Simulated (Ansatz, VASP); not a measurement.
# Cross-check of BAs between VASP and Ansatz, part 2 of 2

Wanted: the spread between two codes on one cell, functional and k mesh. The cell is taken from a series of runs on this material, whose earlier steps may have relaxed, scaled, displaced or heated it; both programs get it as it stands.

VASP 6.6.1 and Ansatz 0.2.0.

So far: The structure; VASP: relaxation of cell and atoms, r2SCAN, spin-orbit coupling, pair 1.

### 3. Ansatz: relaxation of cell and atoms, r2SCAN, spin-orbit coupling, pair 1

Level of this step: Ansatz beside VASP: Kohn-Sham DFT, plane waves, r2SCAN, spin-orbit coupling (Ansatz).

Ansatz runs on its PAW fully relativistic soft_1 files.

The same cell, functional and mesh now go to Ansatz, which takes its cutoff from its data sets.

input.yaml reads:

```yaml
crystal:
  lattice:
    - [0.0, 2.3912138753, 2.3912138753]
    - [2.3912138753, 0.0, 2.3912138753]
    - [2.3912138753, 2.3912138753, 0.0]
  atoms:
    - { symbol: B, position: [0.0, 0.0, 0.0] }
    - { symbol: As, position: [0.75, 0.75, 0.75] }
kpoints:
  mp_grid: { grid: [8, 8, 8] }
hamiltonian:
  xc: r2scan
  pseudopotentials: { kind: paw_fr, azcp: { folder: soft_1 } }
scf:
  occupations: { method: fixed }
output:
  forces: true
  stress: true
  eigenvalues: true
magnetization:
  noncollinear: true
  spin_orbit: true
relax:
  adjacent_minimum: "off"
  f_tol: 0.001
  max_steps: 60
  cell: { stress_tol: 0.01 }
```

Run with:

```sh
> ansatz run input.yaml --threads 4 --pin off --max-ram 9216MiB --backend cpu --events-out ev --progress --plain --runs-dir out
```

Numbers of over 12 decimals in the logs are rounded to 6 here.

The log of the run:

```text
Engine: ansatz 0.2.0, x86_64-unknown-linux-gnu
Pseudopotentials: kind: paw_fr
Pseudopotential: B, paw, valence charge 3, recommended cutoff 500 eV (meta_gga), soft_1/B.paw.azcp
Pseudopotential: As, paw, valence charge 15, recommended cutoff 500 eV (meta_gga), soft_1/As.paw.azcp
Functional definition: r2SCAN
  parameter k0 = 0.174
  parameter k1 = 0.065
  parameter a1 = 4.9479
  exchange = r2scan_x(k0 = k0, k1 = k1, a1 = a1)
  correlation = r2scan_c
non-collinear run that drives no moment, with spin-orbit: no starting moment large enough to seed its density (crystal.atoms[].spin), no starting occupations that ask for one, no magnetisation constraint and no magnetic field, so the semilocal B_xc is pinned to zero
Crystal: 2 atoms, lattice volume = 27.345 Å³
Basis set: ecut = 500 eV, 725 PW (Γ), exchange–correlation on 100×100×100 points (64 copies of the dense FFT grid, shifted against one another)
Bands: 26, of which v1, the nominal top of the filled ones, is band 18 counted from 1 (17 counted from 0)
Symmetry: 24 space group operations + 24 with time reversal
Magnetic group: BNS 216.75 (UNI 1577), of the structure as read, at distance tolerance 3.0e-5 Å
k-points: 29 of 512 (time reversal used)
Projection manifold: j_resolved (fully-relativistic pseudo-atomic orbitals)
Non-local potential: B, projectors of the file, resolved by j, l = 0: 2, l = 1: 4, l = 2: 2
Non-local potential: As, projectors of the file, resolved by j, l = 0: 2, l = 1: 4, l = 2: 6, l = 3: 2
PAW form: soft (Blöchl's): semilocal exchange-correlation on the pseudo side does not see the compensation charge
PAW frozen core: B, regenerated for the run's functional (the file was generated under x = pbe(κ = 0.804, μ = 0.219515), c = pbe(β = 0.066725))
PAW frozen core: As, regenerated for the run's functional (the file was generated under x = pbe(κ = 0.804, μ = 0.219515), c = pbe(β = 0.066725))
PAW one-centre angular grid: B, 302 points (default); XC on 224 Gauss nodes
PAW one-centre angular grid: As, 590 points (default); XC on 315 of its mesh's 2695 points in the sphere
Initial density: superposition of atomic densities (chi_scale 0.1, normalization cell, long waves kept (reshape's long-wave potential 0.00 eV rms))
Initial wavefunctions: pseudopotential atomic-orbital guess
Functional: x = r2scan, c = r2scan; τ floored in thin density (d = 2e-4 eV/Å³)
SCF iter   1: F=—  HF=-5018.649275 eV  |F-HF|=—  |Δ(HF+E_count)|=         —  Δρ=6.95e-2  dr2=1.62e0  dr2_τ=4.19e-2  dr2_m=0.00e0 (ungated)  ethr=3.10e-3  |M|=0.00e0 ∫|m|=0.00e0 μB  |m|>n=0.0e0 m-floor=0.0e0 τ_xc=0.0e0  β_m=0.30  ⟨swp⟩=4.4  Hψ=3242  notcnv=0  defer=98
preconditioner: auto → none  [insulator: Δε(μ)=1.701 eV  Ē_g=13.224 eV  n_scr=8 (ndim 8)  ℏωp=20.1 eV  f_vac=0.000  ε∞_Penn≈3.3]
SCF iter   2: F=—  HF=-5018.371639 eV  |F-HF|=—  |Δ(HF+E_count)|=   2.78e-1  Δρ=3.80e-2  dr2=3.84e-1  dr2_τ=9.05e-4  dr2_m=0.00e0 (ungated)  ethr=3.10e-3  |M|=0.00e0 ∫|m|=0.00e0 μB  |m|>n=0.0e0 m-floor=0.0e0 τ_xc=0.0e0  β_m=0.43  ⟨swp⟩=2.4  Hψ=1290  notcnv=0  defer=98
SCF iter   3: F=—  HF=-5018.342209 eV  |F-HF|=—  |Δ(HF+E_count)|=   2.94e-2  Δρ=1.21e-2  dr2=2.65e-2  dr2_τ=2.69e-4  dr2_m=0.00e0 (ungated)  ethr=2.13e-3  |M|=0.00e0 ∫|m|=0.00e0 μB  |m|>n=0.0e0 m-floor=0.0e0 τ_xc=0.0e0  β_m=0.55  ⟨swp⟩=2.7  Hψ=981  notcnv=0  defer=107
SCF iter   4: F=—  HF=-5018.343663 eV  |F-HF|=—  |Δ(HF+E_count)|=   1.45e-3  Δρ=1.93e-3  dr2=7.22e-4  dr2_τ=3.92e-6  dr2_m=0.00e0 (ungated)  ethr=1.47e-4  |M|=0.00e0 ∫|m|=0.00e0 μB  |m|>n=0.0e0 m-floor=0.0e0 τ_xc=0.0e0  β_m=0.53  ⟨swp⟩=3.4  Hψ=1054  notcnv=0  defer=112
SCF iter   5: F=—  HF=-5018.343539 eV  |F-HF|=—  |Δ(HF+E_count)|=   1.24e-4  Δρ=6.63e-4  dr2=6.50e-5  dr2_τ=3.70e-7  dr2_m=0.00e0 (ungated)  ethr=4.01e-6  |M|=0.00e0 ∫|m|=0.00e0 μB  |m|>n=0.0e0 m-floor=0.0e0 τ_xc=0.0e0  β_m=0.73  ⟨swp⟩=2.0  Hψ=1308  notcnv=0  defer=114
SCF iter   6: F=—  HF=-5018.343564 eV  |F-HF|=—  |Δ(HF+E_count)|=   2.46e-5  Δρ=1.48e-4  dr2=7.18e-6  dr2_τ=7.77e-8  dr2_m=0.00e0 (ungated)  ethr=3.61e-7  |M|=0.00e0 ∫|m|=0.00e0 μB  |m|>n=0.0e0 m-floor=0.0e0 τ_xc=0.0e0  β_m=0.73  ⟨swp⟩=2.0  Hψ=1104  notcnv=0  defer=114
SCF iter   7: F=—  HF=-5018.343561 eV  |F-HF|=—  |Δ(HF+E_count)|=   2.10e-6  Δρ=2.65e-5  dr2=1.58e-7  dr2_τ=2.62e-10  dr2_m=0.00e0 (ungated)  ethr=3.99e-8  |M|=0.00e0 ∫|m|=0.00e0 μB  |m|>n=0.0e0 m-floor=0.0e0 τ_xc=0.0e0  β_m=0.87  ⟨swp⟩=2.0  Hψ=856  notcnv=0  defer=114
SCF iter   8: F=-5018.343561 eV  HF=-5018.343561 eV  |F-HF|=2.10e-10  |Δ(HF+E_count)|=   5.01e-9  Δρ=1.35e-6  dr2=2.11e-10  dr2_τ=6.60e-12  dr2_m=0.00e0 (ungated)  ethr=5.56e-10  |M|=0.00e0 ∫|m|=0.00e0 μB  |m|>n=0.0e0 m-floor=0.0e0 τ_xc=0.0e0  ⟨swp⟩=10.1  Hψ=4105  notcnv=0
SCF 1 converged in 8 iterations: F = -5018.343561 eV  dr2 = 2.11e-10
  greatest PAW one-centre occupation: 0.999 electrons in one spin orbital (limit 2), on the As atom at site 1 (counted from 0), in its partial waves of l = 2
relax step   1: F+E_penalty+E_count = -5018.34356147 eV  Δ(F+E_penalty+E_count) = +0.000e0 eV  max|allowed force component| = 2.411e-16 eV/Å  Δτ_max = 0.0000 Å  P = +0.001 GPa  Ω = 27.345 Å³  (8 SCF iters, dr2 threshold 1.00e-7 eV, accepted)
Projection manifold: j_resolved (fully-relativistic pseudo-atomic orbitals)
Initial density: handed on by an earlier stage of this run
Initial wavefunctions: pseudopotential atomic-orbital guess (no wavefunctions were taken with the density)
iter 1 solved again at ethr=1.15e-7 eV; its pass at ethr=3.10e-3 eV (dr2=2.08e-5 eV) is discarded
SCF iter   1: F=—  HF=-5018.343562 eV  |F-HF|=—  |Δ(HF+E_count)|=         —  Δρ=1.53e-6  dr2=3.00e-10  dr2_τ=1.28e-11  dr2_m=0.00e0 (ungated)  ethr=1.15e-7  |M|=0.00e0 ∫|m|=0.00e0 μB  |m|>n=0.0e0 m-floor=0.0e0 τ_xc=0.0e0  β_m=0.30  ⟨swp⟩=2.8  Hψ=4988  notcnv=0  defer=114
eigensolver tolerance schedule: the retry pair's looser diagonalisation over-reported the residual by 69183.74 of it (diagonalisation noise at an unbounded share of the residual, at the tolerance the schedule requests for it); recorded, not acted on — ethr = c·dr2/N_el stays at c = 1.0e-1
preconditioner: auto → none  [insulator: Δε(μ)=1.318 eV  Ē_g=13.144 eV  n_scr=8 (ndim 8)  ℏωp=20.1 eV  f_vac=0.002  ε∞_Penn≈3.3]
SCF iter   2: F=—  HF=-5018.343561 eV  |F-HF|=—  |Δ(HF+E_count)|=   4.50e-7  Δρ=9.37e-7  dr2=1.32e-10  dr2_τ=1.24e-12  dr2_m=0.00e0 (ungated)  ethr=1.67e-12  |M|=0.00e0 ∫|m|=0.00e0 μB  |m|>n=0.0e0 m-floor=0.0e0 τ_xc=0.0e0  β_m=0.39  ⟨swp⟩=3.6  Hψ=1676  notcnv=0  defer=102
SCF iter   3: F=—  HF=-5018.343561 eV  |F-HF|=—  |Δ(HF+E_count)|=  1.09e-11  Δρ=5.24e-7  dr2=3.04e-11  dr2_τ=3.02e-13  dr2_m=0.00e0 (ungated)  ethr=7.34e-13 (applied; sched 1.00e-12)  |M|=0.00e0 ∫|m|=0.00e0 μB  |m|>n=0.0e0 m-floor=0.0e0 τ_xc=0.0e0  β_m=0.46  ⟨swp⟩=2.0  Hψ=1190  notcnv=0  defer=102
SCF iter   4: F=—  HF=-5018.343561 eV  |F-HF|=—  |Δ(HF+E_count)|=  2.91e-11  Δρ=2.36e-7  dr2=7.80e-12  dr2_τ=3.78e-14  dr2_m=0.00e0 (ungated)  ethr=1.69e-13 (applied; sched 1.00e-12)  |M|=0.00e0 ∫|m|=0.00e0 μB  |m|>n=0.0e0 m-floor=0.0e0 τ_xc=0.0e0  β_m=0.68  ⟨swp⟩=2.9  Hψ=1221  notcnv=0  defer=102
SCF iter   5: F=-5018.343561 eV  HF=-5018.343561 eV  |F-HF|=6.37e-12  |Δ(HF+E_count)|=  7.28e-12  Δρ=3.09e-8  dr2=3.10e-13  dr2_τ=2.18e-15  dr2_m=0.00e0 (ungated)  ethr=1.00e-12  |M|=0.00e0 ∫|m|=0.00e0 μB  |m|>n=0.0e0 m-floor=0.0e0 τ_xc=0.0e0  ⟨swp⟩=8.9  Hψ=4331  notcnv=0
SCF 2 converged in 5 iterations: F = -5018.343561 eV  dr2 = 3.10e-13
relax step   2: F+E_penalty+E_count = -5018.34356147 eV  Δ(F+E_penalty+E_count) = -2.146e-10 eV  max|allowed force component| = 2.125e-16 eV/Å  Δτ_max = 0.0000 Å  P = +0.001 GPa  Ω = 27.345 Å³  stress off target by 1.10e-3 GPa  SCF on the basis re-selected at this cell (its energy is not comparable with the rows above)  (5 SCF iters)
basis re-selected at this cell: Δ(F+E_penalty+E_count) = -2.146e-10 eV, ΔP = -0.000 GPa vs the last step (what re-selecting the basis moved, of the pressure what is left beyond the Pulay correction that the steps carried, after the strain that the cell walked since its last selection, with what the two solves' SCF thresholds leave and, on support functions, any second-order correction that the steps lacked; it is no  [...]
SCF converged after 5 iterations
Magnetization: |M| = 0.0000 μB,  M = (+0.0000, +0.0000, +0.0000) μB
Absolute magnetization: 0.0000 μB (∫|m|)
  site 0: m = (+0.0000, +0.0000, +0.0000) μB, |m| = 0.0000 μB  (R = 0.85 Å)
  site 1: m = (+0.0000, +0.0000, +0.0000) μB, |m| = 0.0000 μB  (R = 0.85 Å)
Free energy (F): -5018.343561 eV
Harris-Foulkes:  -5018.343561 eV  (|F-HF|=6.37e-12)
Internal energy: -5018.343561 eV  (E = F + TS)
E sigma→0 (E₀):  -5018.343561 eV
Fermi energy:    10.626505 eV
--- Per-component energies (eV) ---
  E_band       = -231.300384
  E_kinetic    = 146.460188
  E_local      = -1957.823094  (includes V_loc(G=0)·N_el)
  E_nonlocal   = -384.084657
  E_hartree    = 1103.151258
  E_xc         = -98.361913
  E_vxc        = -120.335200  (∫ρ·V_xc dr)
  E_paw        = -2102.410060  (= ΣΔE_a)
  E_vpaw       = -127.810667  (= ΣTr[D̂ρ^β])
  E_aug_tail   = 0.000018  (compensation charges beyond the density's cutoff)
  E_vtau       = 5.990520  (kinetic-family band-sum trace: ∫τ·v_τ [+ j·A + Jᵃ·Aᵃ] dr)
  E_ewald      = -1723.816353
  E_core_change = -1.458948  (= ΣΔE_core)
  E_smearing   = -0.000000  (= −TS)
  E_closure    = -0.000000  (closes the sum)
  Σ components = -5018.343561   (vs F -5018.343561, Δ=0.00e0)
--- Forces (eV/Å), atoms counted from 1 ---
  atom   1  B     -0.00000000     0.00000000     0.00000000
  atom   2  As    -0.00000000     0.00000000     0.00000000
  max |Σ_I F_I| component: 4.63e-16 eV/Å
--- Stress (GPa, compression-positive) ---
        0.001100      -0.000000      -0.000000
       -0.000000       0.001100       0.000000
       -0.000000       0.000000       0.001100
  P = ⅓ Tr σ = 0.0011 GPa (0.011 kbar)
--- Band table (eV; the first three rows and the last of 29) ---
  k-point 0: bands = [... 14 lower, 10.6265, 10.6265, 10.6265, 10.6265, 13.8637, 13.8637, 14.0633, 14.0633, ... 4 higher]
  k-point 1: bands = [... 14 lower, 10.0242, 10.0242, 10.1598, 10.1615, 14.1943, 14.1943, 14.5557, 14.5557, ... 4 higher]
  k-point 2: bands = [... 14 lower, 9.2658, 9.2658, 9.4064, 9.4085, 13.8898, 13.8898, 15.4076, 15.4076, ... 4 higher]
  k-point 28: bands = [... 14 lower, 4.7646, 4.9057, 5.1439, 5.1608, 16.2579, 16.2654, 17.0007, 17.0029, ... 4 higher]
--- Relaxed structure (1 steps of the walk, 1 accepted, 1 SCFs on fresh bases) ---
  F+E_penalty+E_count = -5018.34356147 eV   max|allowed force component| = 2.125e-16 eV/Å   (the final SCF, on the basis selected at the relaxed cell)
  cell:  # Å, volume = 27.3455 Å³
    - [0.0, 2.3912138753, 2.3912138753]
    - [2.3912138753, 0.0, 2.3912138753]
    - [2.3912138753, 2.3912138753, 0.0]
  atoms:
    - { symbol: B, position: [0.0, 0.0, 0.0] }
    - { symbol: As, position: [0.75, 0.75, 0.75] }
```

### 4. Comparison

Known differences besides the potentials themselves: spin-orbit coupling enters by fully relativistic files in Ansatz and inside the spheres in VASP; VASP keeps PBE cores, Ansatz makes them for the functional; fixed occupations in Ansatz, narrow Gaussian smearing in VASP; the data sets hold 18 valence electrons in Ansatz (on its PAW fully relativistic soft_1 files) and 8 in VASP; the cutoff is 500 eV in Ansatz and 550 eV in VASP; Ansatz adds a Pulay correction to the stress that steers its cell, VASP none. Total energies have different zeros and are not compared.

The two programs side by side:

| quantity | Ansatz | VASP | difference |
| --- | --- | --- | --- |
| volume (Å³) | 27.35 | 27.41 | -0.25 % |
| edge a after relaxation, in the typed setting (Å) | 3.382 | 3.385 | -0.08 % |

### 5. Ansatz: relaxation of cell and atoms, r2SCAN, spin-orbit coupling, pair 2

The relaxed volume is the usual yardstick between codes: in a stiff, nearly cubic crystal its relative difference is about their pressure difference at one cell divided by the bulk modulus.

The cell is taken from a series of runs on this material, whose earlier steps may have relaxed, scaled, displaced or heated it; both programs get it as it stands.

input.yaml, the sections that differ from step 3:

```yaml
crystal:
  lattice:
    - [0.0, 2.3885, 2.3885]
    - [2.3885, 0.0, 2.3885]
    - [2.3885, 2.3885, 0.0]
  atoms:
    - { symbol: B, position: [0.0, 0.0, 0.0] }
    - { symbol: As, position: [0.75, 0.75, 0.75] }
scf:
  occupations: { method: gaussian, width: 0.02 }
relax:
  adjacent_minimum: "off"
  f_tol: 0.005
  max_steps: 80
  cell: { stress_tol: 0.05 }
# kpoints, hamiltonian, output, magnetization: as in step 3
```

The log of the run:

```text
[...]
Crystal: 2 atoms, lattice volume = 27.252 Å³
Basis set: ecut = 500 eV, 701 PW (Γ), exchange–correlation on 100×100×100 points (64 copies of the dense FFT grid, shifted against one another)
Bands: 26, of which v1, the nominal top of the filled ones, is band 18 counted from 1 (17 counted from 0)
[...]
k-point 28: bands = [... 14 lower, 4.7646, 4.9057, 5.1439, 5.1608, 16.2579, 16.2654, 17.0007, 17.0029, ... 4 higher]
--- Relaxed structure (3 steps of the walk, 3 accepted, 1 SCFs on fresh bases) ---
[...]
cell:  # Å, volume = 27.3455 Å³
    - [0, 2.391214, 2.391214]
    - [2.391214, 0, 2.391214]
    - [2.391214, 2.391214, 0]
  atoms:
    - { symbol: B, position: [0, 0, 0] }
    - { symbol: As, position: [0.75, 0.75, 0.75] }
[key lines of the parts left out:]
SCF converged after 5 iterations
Magnetization: |M| = 0.0000 μB,  M = (+0.0000, +0.0000, +0.0000) μB
Free energy (F): -5018.343561 eV
Fermi energy:    11.285307 eV
P = ⅓ Tr σ = 0.0011 GPa (0.011 kbar)
```

### 6. VASP: relaxation of cell and atoms, r2SCAN, spin-orbit coupling, pair 2

The same cell, functional, mesh and smearing now go to VASP, with its own data sets.

INCAR reads:

```
SYSTEM = BAs
PREC = Accurate
ENCUT = 550
EDIFF = 1E-07
NELM = 200
ISMEAR = 0
SIGMA = 0.02
LREAL = .FALSE.
ALGO = Normal
METAGGA = R2SCAN
LASPH = .TRUE.
LNONCOLLINEAR = .TRUE.
MAGMOM = 0 0 0 0 0 0
NBANDS = 20
GGA_COMPAT = .FALSE.
LSORBIT = .TRUE.
LORBIT = 11
LWAVE = .FALSE.
LCHARG = .FALSE.
ISIF = 3
IBRION = 2
NSW = 80
EDIFFG = -0.005
NELMIN = 4
EFERMI = MIDGAP
LMIXTAU = .TRUE.
KPAR = 2
```

POSCAR reads:

```
BAs
1.0
    0.0000000000      2.3885000000      2.3885000000
    2.3885000000      0.0000000000      2.3885000000
    2.3885000000      2.3885000000      0.0000000000
B As
1 1
Direct
    0.0000000000      0.0000000000      0.0000000000
    0.7500000000      0.7500000000      0.7500000000
```

KPOINTS reads:

```
Automatic mesh
0
Gamma
8 8 8
0 0 0
```

Potentials, in the order of the species: B and As (PBE family, release 64).

Run with:

```sh
> mpirun -np 2 vasp_ncl
```

The log of the run:

```text
[banner, memory and clock lines left out]
running    2 mpi-ranks, on    1 nodes
[...]
[... a notice as in an earlier step ...]

 LDA part: xc-table for (None), standard interpolation
 POSCAR, INCAR and KPOINTS ok, starting setup
[...]
entering main loop
       N       E                     dE             d eps       ncg     rms          rms(c)
DAV:   1     0.744884950900E+01    0.74488E+01   -0.35381E+03  1720   0.764E+02
DAV:   2    -0.224325515051E+02   -0.29881E+02   -0.27292E+02  2304   0.137E+02
DAV:   3    -0.238545442059E+02   -0.14220E+01   -0.14068E+01  2136   0.259E+01
DAV:   4    -0.238605131817E+02   -0.59690E-02   -0.59662E-02  2008   0.192E+00
[...]
DAV:  17    -0.222643417529E+02    0.74925E-06   -0.30022E-07  2004   0.499E-03    0.281E-04
DAV:  18    -0.222643420261E+02   -0.27319E-06   -0.24382E-08  1244   0.168E-03    0.136E-04
DAV:  19    -0.222643420244E+02    0.16967E-08   -0.23472E-09  1076   0.420E-04
[...]
trial-energy change:   -0.000164  1 .order   -0.000186   -0.001559    0.001186
 step:   0.5557(harm=  0.5679)  dis= 0.00000  next Energy=   -22.264771 (dE=-0.429E-03)
[...]
N       E                     dE             d eps       ncg     rms          rms(c)
DAV:   1    -0.222648264708E+02   -0.32073E-03   -0.37331E-03  1964   0.483E-01    0.736E-02
DAV:   2    -0.222647837719E+02    0.42699E-04   -0.17155E-04  1832   0.110E-01    0.431E-02
DAV:   3    -0.222647463115E+02    0.37460E-04   -0.79649E-05  1784   0.682E-02    0.184E-02
DAV:   4    -0.222647695761E+02   -0.23265E-04   -0.88597E-06  1800   0.314E-02    0.147E-02
DAV:   5    -0.222647625729E+02    0.70031E-05   -0.34318E-06  1836   0.170E-02    0.629E-03
DAV:   6    -0.222647696593E+02   -0.70864E-05   -0.25174E-06  1784   0.172E-02    0.349E-03
DAV:   7    -0.222647715088E+02   -0.18495E-05   -0.87860E-07  1844   0.934E-03    0.871E-04
DAV:   8    -0.222647713550E+02    0.15382E-06   -0.94686E-08  1876   0.321E-03    0.342E-04
DAV:   9    -0.222647714336E+02   -0.78588E-07   -0.85983E-09  1108   0.108E-03
   3 F= -.22264771E+02 E0= -.22264771E+02  d E =-.429409E-03  mag=    -0.0000    -0.0000    -0.0000
[...]
reached required accuracy - stopping structural energy minimisation
```

Parts of OUTCAR (step 6):

```text
  Total        0.0023036      0.0023036      0.0023036      0.0000000     -0.0000000     -0.0000000
  in kB        0.1346333      0.1346333      0.1346333      0.0000000     -0.0000000     -0.0000000
  external PRESSURE =       0.1346333 kB  Pullay stress =       0.0000000 kB

 POSITION                                       TOTAL-FORCE (eV/Angst)
 -----------------------------------------------------------------------------------
      0.00000      0.00000      0.00000        -0.000000     -0.000000     -0.000000
      3.58980      3.58980      3.58980         0.000000      0.000000      0.000000
 -----------------------------------------------------------------------------------
    total drift:                                0.000000      0.000000      0.000000

  FREE ENERGIE OF THE ION-ELECTRON SYSTEM (eV)
  ---------------------------------------------------
  free  energy   TOTEN  =       -22.2647714336 eV

  energy  without entropy=      -22.2647714336  energy(sigma->0) =      -22.26477143

 magnetization (x)
# of ion       s       p       d       tot
------------------------------------------
    1       -0.000   0.000   0.000  -0.000
    2       -0.000   0.000  -0.000   0.000
--------------------------------------------------
tot         -0.000   0.000  -0.000  -0.000

 magnetization (y)
# of ion       s       p       d       tot
------------------------------------------
    1        0.000   0.000   0.000   0.000
    2        0.000   0.000   0.000   0.000
--------------------------------------------------
tot          0.000   0.000   0.000   0.000

 magnetization (z)
# of ion       s       p       d       tot
------------------------------------------
    1       -0.000  -0.000   0.000  -0.000
    2       -0.000   0.000  -0.000  -0.000
--------------------------------------------------
tot         -0.000  -0.000  -0.000  -0.000

[... 2 parts as in an earlier step ...]

[... 2 further parts left out ...]
[key lines of the parts left out:]
E-fermi :   6.6856
```

### 7. Side by side

What differs besides the data sets and the points named for the pairs above, as far as they apply: the data sets hold 18 valence electrons in Ansatz (on its PAW fully relativistic soft_1 files) and 8 in VASP. Total energies have different zeros and are not compared.

Both answers:

| quantity | Ansatz | VASP | difference |
| --- | --- | --- | --- |
| volume (Å³) | 27.35 | 27.41 | -0.25 % |
| edge a after relaxation, in the typed setting (Å) | 3.382 | 3.385 | -0.08 % |

### 8. Summary of results

```
difference in volume (relaxation of cell and atoms, r2SCAN, spin-orbit coupling, pair 1) : -0.25 %
difference in volume (relaxation of cell and atoms, r2SCAN, spin-orbit coupling, pair 2) : -0.25 %
```

The difference in volume is -0.25 % (relaxation of cell and atoms, r2SCAN, spin-orbit coupling, pair 2), within the 1.2 % picked in this series as the mark of a large difference, as far as the stopping tolerances let one tell. The data sets hold unlike numbers of valence electrons (18 in Ansatz and 8 in VASP), so part of the differences comes from the potentials. How closely two codes agree says nothing of how well the functional describes the real material.

[Lines on the potential files, build, host, timing and source positions are cut from VASP's logs without a mark.]

[Logs are printed without paths, hosts, clocks, repeated set-up lines and the standing remarks that a program may print on its own settings, such as how far it seeks lower states.]

[Hosts, paths, dates, database ids (printed as entryN), source tags and the programs' standing remarks are cut or masked in the printed files.]
